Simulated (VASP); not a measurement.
A run of VASP 6.6.1 is set up as follows.

Contents of INCAR:

```
SYSTEM = Al2Cu
PREC = Accurate ; ENCUT = 600
EDIFF = 1E-6 ; ISMEAR = 1
SIGMA = 0.2 ; LREAL = .FALSE.
LASPH = .TRUE. ; NELM = 80
ALGO = Normal ; ISIF = 3
LWAVE = .FALSE. ; LCHARG = .FALSE.
METAGGA = R2SCAN ; LMIXTAU = .TRUE.
IBRION = 2 ; NSW = 40
EDIFFG = -0.01 ; KPAR = 16
```

KPOINTS

```
Automatic mesh
0
G
  14 14 14
  0 0 0
```

File POSCAR:

```
Al2Cu
1.0
   -3.0335000000      3.0335000000      2.4385000000
    3.0335000000     -3.0335000000      2.4385000000
    3.0335000000      3.0335000000     -2.4385000000
Al Cu
4 2
Direct
    0.6581000000      0.1581000000      0.8162000000
    0.1581000000      0.3419000000      0.5000000000
    0.3419000000      0.8419000000      0.1838000000
    0.8419000000      0.6581000000      0.5000000000
    0.2500000000      0.2500000000      0.0000000000
    0.7500000000      0.7500000000      0.0000000000
```

Potentials or basis: VASP PAW PBE potentials, release 64 (Al, Cu).

Command:

```console
$ cat potpaw_PBE.64/Al/POTCAR potpaw_PBE.64/Cu/POTCAR > POTCAR
$ mpirun -np 16 vasp_std > vasp.out
```

Question: Estimate the relaxed cell.

Answer: a = 4.871 Å, b = 4.871 Å, c = 4.871 Å, α = 104.07°, β = 104.07°, γ = 120.92°.

Question: What does it give for the space group after relaxing (to 0.05 Å)?

Answer: I4/mcm (No. 140).

Step by step:
```tsv
step	energy change (eV)	largest force (eV/Å)	pressure (GPa)	volume (Å³)
1	0.0000	0.1081	-4.10	89.76
2	-0.0405	0.0343	1.99	84.88
3	-0.0483	0.0582	0.06	86.23
4	-0.0482	0.0594	-0.01	86.29
5	-0.0488	0.0335	-0.09	86.32
6	-0.0489	0.0033	-0.11	86.35
7	-0.0489	0.0083	-0.05	86.34
8	-0.0490	0.0035	0.05	86.28
9	-0.0490	0.0031	0.00	86.27
```

Caveat: the PAW data sets were made with another functional, which shifts forces and pressure a little.
